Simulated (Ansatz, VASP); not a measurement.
## Ti (Titanium) in two plane-wave programs

One calculation is typed for both programs; each brings its own data sets and cutoff. How far apart do they land? The cell is a member of a volume series, scaled by 0.94 from a relaxed one, so a pressure remains.

Method: plane waves, with VASP 6.6.1 beside it; single point at r2SCAN, in Ansatz 0.2.0.

This is not the structure that Ti takes at ambient pressure and room temperature (hexagonal, No. 194); it is a model or a phase of other conditions.

### Step 1. Set-up

The structure is cubic, space group Im-3m (No. 229). Conventional cell: a = 3.185 Å, b = 3.185 Å, c = 3.185 Å, α = 90.00°, β = 90.00°, γ = 90.00°. Nearest to Ti lie 8 Ti at 2.76 Å.

Structure file:

```cif
data_structure
_symmetry_space_group_name_H-M 'P 1'
_symmetry_Int_Tables_number 1
_cell_length_a 2.7584
_cell_length_b 2.7584
_cell_length_c 2.7584
_cell_angle_alpha 109.471
_cell_angle_beta 109.471
_cell_angle_gamma 109.471
_cell_volume 16.16
loop_
_atom_site_label
_atom_site_type_symbol
_atom_site_fract_x
_atom_site_fract_y
_atom_site_fract_z
_atom_site_occupancy
Ti1 Ti 0.00000 0.00000 0.00000 1
```

### Step 2. VASP: single point, r2SCAN, volume scaled by 0.94

A single point gives forces, pressure and levels at one fixed geometry, so differences don't come from the geometry; what else differs is listed under the comparison.

Lines of VASP's logs that name or quote its potential files are left out, and so is its time.

File INCAR:

```
SYSTEM = Ti
PREC = Accurate
ENCUT = 400
EDIFF = 1E-06
NELM = 100
ISMEAR = 1
SIGMA = 0.2
LREAL = .FALSE.
ALGO = Normal
METAGGA = R2SCAN
LASPH = .TRUE.
NBANDS = 12
LORBIT = 11
LWAVE = .FALSE.
LCHARG = .FALSE.
KPAR = 2
ISIF = 2
```

File POSCAR:

```
Ti
1.0
   -1.5925380884      1.5925380884      1.5925380884
    1.5925380884     -1.5925380884      1.5925380884
    1.5925380884      1.5925380884     -1.5925380884
Ti
1
Direct
    0.0000000000      0.0000000000      0.0000000000
```

File KPOINTS:

```
Automatic mesh
0
Gamma
10 10 10
0 0 0
```

Potentials, in the order of the species: Ti_sv (PBE family, release 64).

Launch:

```
$ mpirun -np 2 vasp_std
```

Numbers of over 12 decimals in the logs are rounded to 6 here.

Output:

```text
[banner, memory and clock lines left out]
running    2 mpi-ranks, on    1 nodes
 distrk:  each k-point on    1 cores,    2 groups
 distr:  one band on    1 cores,    1 groups

 POSCAR found type information on POSCAR Ti
 POSCAR found :  1 types and       1 ions
|                                                                             |
|               ----> ADVICE to this user running VASP <----                  |
|                                                                             |
|     You enforced a specific xc type in the INCAR file but a different       |
|     [... a line on the potential file left out ...]
|     I HOPE YOU KNOW WHAT YOU ARE DOING!                                     |
|                                                                             |

 LDA part: xc-table for (None), standard interpolation
 POSCAR, INCAR and KPOINTS ok, starting setup
 FFT: planning ... GRIDC
 FFT: planning ... GRID_SOFT
 FFT: planning ... GRID
 WAVECAR not read
 entering main loop
       N       E                     dE             d eps       ncg     rms          rms(c)
DAV:   1     0.734518506537E+02    0.73452E+02   -0.58542E+03  1148   0.106E+03
DAV:   2    -0.132144067756E+02   -0.86666E+02   -0.84447E+02  1144   0.282E+02
DAV:   3    -0.169400312061E+02   -0.37256E+01   -0.36891E+01  1440   0.624E+01
DAV:   4    -0.170287825526E+02   -0.88751E-01   -0.88620E-01  1304   0.826E+00
DAV:   5    -0.170314578569E+02   -0.26753E-02   -0.26753E-02  1320   0.115E+00    0.108E+01
DAV:   6    -0.127426895515E+02    0.42888E+01   -0.47049E+00  1300   0.356E+01    0.171E+00
DAV:   7    -0.127629050697E+02   -0.20216E-01   -0.95799E-02  1208   0.289E+00    0.111E+00
DAV:   8    -0.127811858143E+02   -0.18281E-01   -0.64979E-02  1544   0.263E+00    0.510E-01
DAV:   9    -0.127802792830E+02    0.90653E-03   -0.26880E-02  1220   0.246E+00    0.359E-01
DAV:  10    -0.127783014392E+02    0.19778E-02   -0.61346E-03  1216   0.125E+00    0.428E-02
DAV:  11    -0.127783048626E+02   -0.34234E-05   -0.66595E-05  1284   0.991E-02    0.112E-02
DAV:  12    -0.127783061481E+02   -0.12855E-05   -0.79708E-06  1260   0.280E-02    0.504E-03
DAV:  13    -0.127783057402E+02    0.40791E-06   -0.76661E-07   916   0.121E-02
   1 F= -.12778306E+02 E0= -.12779866E+02  d E =0.468225E-02
```

Parts of OUTCAR (step 2):

```text
ion  position               nearest neighbor table
   1  0.000  0.000  0.000-

  LATTYP: Found a body centered cubic cell.
 ALAT       =     3.1850761768

 Subroutine GETGRP returns: Found 48 space group operations
 (whereof 48 operations were pure point group operations)

The static configuration has the point symmetry O_h .

 Found     47 irreducible k-points:

   k-points           NKPTS =     47   k-points in BZ     NKDIM =     47   number of bands    NBANDS=     12

   dimension x,y,z NGX =    18 NGY =   18 NGZ =   18
   dimension x,y,z NGXF=    36 NGYF=   36 NGZF=   36

   ENCUT  =  400.0 eV  29.40 Ry    5.42 a.u.   4.50  4.50  4.50*2*pi/ulx,y,z

   NELECT =      12.0000    total number of electrons

 k-points in reciprocal lattice and weights: Automatic mesh
   0.00000000  0.00000000  0.00000000       0.001
   0.10000000  0.00000000  0.00000000       0.012
   0.20000000  0.00000000  0.00000000       0.012
   0.30000000  0.00000000  0.00000000       0.012
   0.40000000  0.00000000  0.00000000       0.012
   0.50000000  0.00000000  0.00000000       0.006
   0.10000000  0.10000000  0.00000000       0.024
   0.20000000  0.10000000  0.00000000       0.048
   0.30000000  0.10000000  0.00000000       0.048
[...]
0.50000000  0.50000000  0.40000000       0.012
   0.50000000  0.50000000  0.50000000       0.001

 average (electrostatic) potential at core
       1 -75.8871

 E-fermi :   8.9082

 k-point     1 :       0.0000    0.0000    0.0000
  band No.  band energies     occupation
      1     -49.8410      2.00000
      2     -24.5585      2.00000
      3     -24.5585      2.00000
      4     -24.5585      2.00000
      5       2.4563      2.00000
      6      10.1198     -0.00000
      7      10.1198     -0.00000
      8      10.1199     -0.00000
      9      12.0617     -0.00000
     10      12.0617     -0.00000
    ...

 k-point     2 :       0.1000    0.0000    0.0000
  band No.  band energies     occupation
      1     -49.8230      2.00000
      2     -24.6461      2.00000
      3     -24.5845      2.00000
      4     -24.5593      2.00000
      5       2.8340      2.00000
      6       9.9393     -0.00000
      7      10.0495     -0.00000
      8      10.3983     -0.00000
      9      11.8686     -0.00000
     10      12.0736     -0.00000
    ...

 k-point     3 :       0.2000    0.0000    0.0000
  band No.  band energies     occupation
      1     -49.7769      2.00000
      2     -24.8714      2.00000
      3     -24.6520      2.00000
      4     -24.5614      2.00000
      5       3.8598      2.00000
      6       9.4970     -0.00025
      7       9.6857     -0.00000
      8      11.1786     -0.00000
      9      11.6963     -0.00000
     10      12.1285     -0.00000
    ...

  Total        0.7687148      0.7687148      0.7687148      0.0000000     -0.0000000      0.0000000
  in kB       76.2335815     76.2335815     76.2335815      0.0000000     -0.0000000      0.0000000
  external PRESSURE =      76.2335815 kB  Pullay stress =       0.0000000 kB

  energy-cutoff  :      400.00
  volume of cell :       16.16
      direct lattice vectors                 reciprocal lattice vectors
    -1.592538088  1.592538088  1.592538088     0.000000000  0.313964233  0.313964233
     1.592538088 -1.592538088  1.592538088     0.313964233  0.000000000  0.313964233
     1.592538088  1.592538088 -1.592538088     0.313964233  0.313964233  0.000000000

 POSITION                                       TOTAL-FORCE (eV/Angst)
 -----------------------------------------------------------------------------------
      0.00000      0.00000      0.00000         0.000000      0.000000      0.000000
 -----------------------------------------------------------------------------------
    total drift:                                0.000000      0.000000      0.000000

  FREE ENERGIE OF THE ION-ELECTRON SYSTEM (eV)
  ---------------------------------------------------
  free  energy   TOTEN  =       -12.7783057402 eV

  energy  without entropy=      -12.7829879879  energy(sigma->0) =      -12.77986649

 total charge
# of ion       s       p       d       tot
------------------------------------------
    1        2.253   6.143   1.921  10.317

[... 3 further parts left out ...]
```

The k-mesh is coarse for a metal. The PAW data sets were made with PBE, which is usual practice but a small mismatch for other functionals. The scan keeps the cell's shape and the fractional positions fixed.

### Step 3. Ansatz: single point, r2SCAN, volume scaled by 0.94

Ansatz runs on its default PAW (the set named soft_2) files.

The same cell, functional, mesh and smearing now go to Ansatz, which takes its cutoff from its data sets.

File input.yaml:

```yaml
crystal:
  lattice:
    - [-1.5925380884, 1.5925380884, 1.5925380884]
    - [1.5925380884, -1.5925380884, 1.5925380884]
    - [1.5925380884, 1.5925380884, -1.5925380884]
  atoms:
    - { symbol: Ti, position: [0.0, 0.0, 0.0] }
hamiltonian:
  xc: r2scan
  pseudopotentials: { kind: paw }
kpoints:
  mp_grid: { grid: [10, 10, 10] }
scf:
  occupations: { method: methfessel_paxton, width: 0.2 }
  n_extra_bands: 4
output:
  forces: true
  stress: true
  eigenvalues: true
```

Launch:

```
$ ansatz run input.yaml --threads 2 --pin off --max-ram 4608MiB --backend cpu --events-out ev --progress --plain --runs-dir out
```

Output:

```text
scf.n_extra_bands = 4 over 6 filled bands (N_el = 12.0): the run solves 10 bands
Engine: ansatz 0.2.0, aarch64-unknown-linux-gnu
Pseudopotentials: kind: paw
Pseudopotential: Ti, paw, valence charge 12, recommended cutoff 500 eV (meta_gga), Ti.paw.azcp
Functional definition: r2SCAN
  parameter k0 = 0.174
  parameter k1 = 0.065
  parameter a1 = 4.9479
  exchange = r2scan_x(k0 = k0, k1 = k1, a1 = a1)
  correlation = r2scan_c
Crystal: 1 atoms, lattice volume = 16.156 Å³
Basis set: ecut = 500 eV, 381 PW (Γ), exchange–correlation on 96×96×96 points (64 copies of the dense FFT grid, shifted against one another)
Bands: 10, of which v1, the nominal top of the filled ones, is band 6 counted from 1 (5 counted from 0)
Symmetry: 48 space group operations
Space group: Im-3m (ITA 229), of the structure as read, at distance tolerance 2.5e-5 Å
k-points: 47 of 1000
Non-local potential: Ti, projectors of the file, l = 0: 3, l = 1: 2, l = 2: 3, l = 3: 1
PAW form: soft (Blöchl's): semilocal exchange-correlation on the pseudo side does not see the compensation charge
PAW frozen core: Ti, regenerated for the run's functional (the file was generated under x = pbe(κ = 0.804, μ = 0.219515), c = pbe(β = 0.066725))
PAW one-centre angular grid: Ti, 590 points (default); XC on 160 Gauss nodes
Initial density: superposition of atomic densities (neutral atoms: chi_scale 0, normalization atom), corrected by the library's trained network
Initial wavefunctions: pseudopotential atomic-orbital guess
Functional: x = r2scan, c = r2scan; τ floored in thin density (d = 2e-4 eV/Å³)
SCF iter   1: F=—  HF=-2504.181453 eV  |F-HF|=—  |Δ(HF+E_count)|=         —  Δρ=1.41e-2  dr2=2.62e-2  dr2_τ=9.09e-3  ethr=1.77e-3  ⟨swp⟩=4.7  Hψ=2381  notcnv=0
preconditioner: auto → none  [metal: Δε(μ)=0.102 eV  Ē_g=4.822 eV  σ=0.200 eV  W_gap=0.38  n_scr=0 (ndim 8)  ℏωp=18.5 eV  f_vac=0.000  D(μ)=1.68/eV (n_scr^D=18)]
SCF iter   2: F=—  HF=-2504.211053 eV  |F-HF|=—  |Δ(HF+E_count)|=   2.96e-2  S|Δr|=    0.00e0  Δρ=4.29e-3  dr2=1.66e-3  dr2_τ=5.69e-4  ethr=2.19e-4  ⟨swp⟩=2.6  Hψ=1243  notcnv=0  defer=2
SCF iter   3: F=—  HF=-2504.211072 eV  |F-HF|=—  |Δ(HF+E_count)|=   1.91e-5  S|Δr|=    0.00e0  Δρ=2.03e-3  dr2=2.22e-4  dr2_τ=5.83e-5  ethr=1.38e-5  ⟨swp⟩=2.7  Hψ=735  notcnv=0  defer=2
SCF iter   4: F=—  HF=-2504.211492 eV  |F-HF|=—  |Δ(HF+E_count)|=   4.20e-4  S|Δr|=    0.00e0  Δρ=2.44e-4  dr2=5.20e-6  dr2_τ=6.88e-7  ethr=1.85e-6  ⟨swp⟩=2.0  Hψ=704  notcnv=0  defer=2
SCF iter   5: F=—  HF=-2504.211501 eV  |F-HF|=—  |Δ(HF+E_count)|=   8.96e-6  S|Δr|=    0.00e0  Δρ=4.89e-5  dr2=1.88e-7  dr2_τ=8.52e-9  ethr=4.33e-8  ⟨swp⟩=2.6  Hψ=702  notcnv=0  defer=2
SCF iter   6: F=-2504.211501 eV  HF=-2504.211501 eV  |F-HF|=1.34e-9  |Δ(HF+E_count)|=   3.74e-7  S|Δr|=    0.00e0  Δρ=3.68e-6  dr2=6.88e-10  dr2_τ=7.46e-11  ethr=8.33e-10  ⟨swp⟩=5.1  Hψ=2084  notcnv=0
SCF 1 converged in 6 iterations: F = -2504.211501 eV  dr2 = 6.88e-10
  greatest PAW one-centre occupation: 1.000 electrons in one spin orbital (limit 2), on the Ti atom at site 0 (counted from 0), in its partial waves of l = 1
SCF converged after 6 iterations
Stability not checked: this state was not tested for a lower state beside it, because cold or Methfessel-Paxton smearing, or corrected tetrahedra, fill the levels in a way that the test cannot read (fill_not_monotonic; see scf.lower_state_search)
Free energy (F): -2504.211501 eV
Harris-Foulkes:  -2504.211501 eV  (|F-HF|=1.34e-9)
Internal energy: -2504.216277 eV  (E = F + TS)
E sigma→0 (E₀):  -2504.212695 eV
Entropy (-TS):   0.004777 eV (4.777 meV/atom)
Fermi energy:    14.298408 eV
--- Per-component energies (eV) ---
  E_band       = -155.067282
  E_kinetic    = 274.616415
  E_local      = -770.166407  (includes V_loc(G=0)·N_el)
  E_nonlocal   = 7.803927
  E_hartree    = 318.983930
  E_xc         = -93.367453
  E_vxc        = -133.543747  (∫ρ·V_xc dr)
  E_paw        = -1057.226064  (= ΣΔE_a)
  E_vpaw       = -180.954185  (= ΣTr[D̂ρ^β])
  E_aug_tail   = 0.000087  (compensation charges beyond the density's cutoff)
  E_vtau       = 9.209434  (kinetic-family band-sum trace: ∫τ·v_τ [+ j·A + Jᵃ·Aᵃ] dr)
  E_ewald      = -1184.607255
  E_core_change = -0.253457  (= ΣΔE_core)
  E_smearing   = 0.004777  (= −TS)
  E_closure    = -0.000000  (closes the sum)
  Σ components = -2504.211501   (vs F -2504.211501, Δ=0.00e0)
--- Forces (eV/Å), atoms counted from 1 ---
  atom   1  Ti    -0.00000000     0.00000000     0.00000000
  max |Σ_I F_I| component: 6.06e-32 eV/Å
--- Stress (GPa, compression-positive) ---
        7.615596      -0.000000       0.000000
       -0.000000       7.615596       0.000000
        0.000000      -0.000000       7.615596
  P = ⅓ Tr σ = 7.6156 GPa (76.156 kbar)
--- Band table (eV; the first three rows and the last of 47) ---
  k-point 0: bands = ["-44.4784", "-19.1795", "-19.1795", "-19.1795", "7.7977", "15.5055", "15.5055", "15.5055", "17.4492", "17.4492"]
  k-point 1: bands = ["-44.4611", "-19.2671", "-19.2055", "-19.1803", "8.1762", "15.3253", "15.4351", "15.7832", "17.2560", "17.4603"]
  k-point 2: bands = ["-44.4158", "-19.4921", "-19.2728", "-19.1824", "9.2114", "14.8836", "15.0732", "16.5623", "17.0831", "17.5151"]
  k-point 46: bands = ["-44.1717", "-19.7651", "-19.7651", "-19.7651", "11.7590", "11.7590", "18.7869", "18.7869", "18.7869", "23.7217"]
```

Elapsed: 1.6 s, on 2 threads of Arm Neoverse N1, shared host; peak memory 0.32 GiB.

The run ends at a pressure of 7.62 GPa.

### Step 4. Side by side

Known differences besides the potentials themselves: VASP keeps PBE cores, Ansatz makes them for the functional; the cutoff is 500 eV in Ansatz and 400 eV in VASP. Total energies have different zeros and are not compared.

The two programs side by side:

```csv
quantity,Ansatz,VASP,difference
pressure (GPa),7.62,7.62,-0.01
pressure without Ansatz's Pulay correction (GPa),7.54,7.62,-0.08
```

Ansatz's pressure holds a Pulay correction of 0.08 GPa; VASP's holds none.

### Step 5. Other set-ups

Further runs change the set-up of one program: Ansatz's method, potentials or start, or VASP's data sets, cutoff or form of LDA. The table gives Ansatz less VASP for each quantity, since a change that brings one quantity closer may part another.

```csv
run,pressure (GPa)
as above,-0.0078
Ansatz's all-electron LAPW method,0.035
```

### Step 6. Results

```yaml
difference_in_pressure_single_point_r2scan_volume_scaled_by_0p94: -0.0078 GPa
```

What this shows: The difference in pressure is -0.0078 GPa (single point, r2SCAN, volume scaled by 0.94), within the 1 GPa picked in this series as the mark of a large difference. Single point, r2SCAN, volume scaled by 0.94, Ansatz's all-electron LAPW method: the difference in pressure goes from -0.0078 to 0.035 GPa. 1 further run of this series is not shown here. Such differences can come from data sets, numerical settings and the points named under the comparisons, not from the functional's error against experiment.

[Lines on the potential files, build, host, timing and source positions are cut from VASP's logs without a mark.]

[Logs are printed without paths, hosts, clocks, repeated set-up lines and the standing remarks that a program may print on its own settings, such as how far it seeks lower states.]

[Hosts, paths, dates, database ids (printed as entryN), source tags and the programs' standing remarks are cut or masked in the printed files.]
